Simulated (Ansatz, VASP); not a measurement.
Two plane-wave programs on WCF2

INCAR

```
  PREC = Accurate
  ENCUT = 600
  EDIFF = 1E-6
  ISMEAR = 0
  SIGMA = 0.1
  LREAL = False
  LASPH = True
  NELM = 100
  ALGO = Normal
  ISIF = 3
  LWAVE = False
  LCHARG = False
  GGA = PE
  IBRION = 2
  NSW = 100
  EDIFFG = -0.01
```

File KPOINTS:

```
regular mesh
0
Gamma
  12 12 12
```

The input POSCAR:

```
WCF2
1.0
    4.0120000000      0.0000000000      0.0000000000
    0.0000000000      4.0120000000      0.0000000000
    0.0000000000      0.0000000000      4.0120000000
W C F
1 1 2
Direct
    0.0000000000      0.0000000000      0.0000000000
    0.0000000000      0.0000000000      0.5000000000
    0.5000000000      0.0000000000      0.0000000000
    0.0000000000      0.5000000000      0.0000000000
```

Input for Ansatz:

```yaml
crystal:
  lattice:
    - [4.012, 0.0, 0.0]
    - [0.0, 4.012, 0.0]
    - [0.0, 0.0, 4.012]
  atoms:
    - { symbol: W, position: [0.0, 0.0, 0.0] }
    - { symbol: C, position: [0.0, 0.0, 0.5] }
    - { symbol: F, position: [0.5, 0.0, 0.0] }
    - { symbol: F, position: [0.0, 0.5, 0.0] }
basis:
  ecutwfc: 420
kpoints:
  mp_grid: { grid: [12, 12, 12] }
hamiltonian:
  xc: pbe
scf:
  occupations: { method: gaussian, width: 0.1 }
output:
  forces: true
  stress: true
  eigenvalues: true
  write_density: true
  write_potential: true
  elf: true
  volumetric_format: npy
relax:
  adjacent_minimum: "off"
  f_tol: 0.01
  max_steps: 80
  cell: { stress_tol: 0.05 }
```

Alike in both runs: task relaxation of cell and atoms; functional PBE; k mesh 12 × 12 × 12; occupations gaussian, width 0.1 eV; no spin polarisation.

```csv
,VASP,Ansatz
version,VASP 6.6.1,Ansatz 0.2.0
potentials or method,"VASP PAW PBE potentials, release 64 (W_sv, C, F)","scalar-relativistic, plane waves, PAW"
plane-wave cutoff (eV),600,420
valence electrons in the cell,32,32
```

|  | VASP | Ansatz | Ansatz less VASP |
| --- | --- | --- | --- |
| gap on the k mesh at the Fermi level, each at its own relaxed structure (eV) | none | none | - |
| relaxed volume (Å³/atom) | 16.27 | 16.19 | -0.088 |
| relaxed cell length with the largest relative difference (Å) | 4.071 | 4.061 | -0.0106 |
| energy change over the relaxation (meV/atom) | -15 | -13 | +2.3 |

A gap of «none» marks a metal or a gap that the smearing closes.

The runs have no spin-orbit coupling, so splittings on W are missing.
